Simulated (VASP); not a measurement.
```xyz
2
Lattice="0.0000 3.2045 3.2045 3.2045 0.0000 3.2045 3.2045 3.2045 0.0000" Properties=species:S:1:pos:R:3 pbc="T T T"
In     0.0000     3.2045     3.2045
Sb     1.6022     1.6022     1.6022
```

Calculation: PBE GGA with D3 dispersion (Becke-Johnson damping), VASP's PBE PAW potentials (set 64) (plane waves; VASP). Run with 520 eV cut-off, 10×10×10 Γ-centred mesh, first-order Methfessel-Paxton smearing of 0.10 eV, potentials In_d Sb.

Give the stress tensor in GPa (positive for a compressed cell).

```
3.01  0.00  0.00
0.00  3.01  0.00
0.00  0.00  3.01
```
The pressure is its mean diagonal, 3.01 GPa.

The compound is InSb in the zinc blende structure. This cell is one point of a volume scan, at 0.94 of the reference volume.
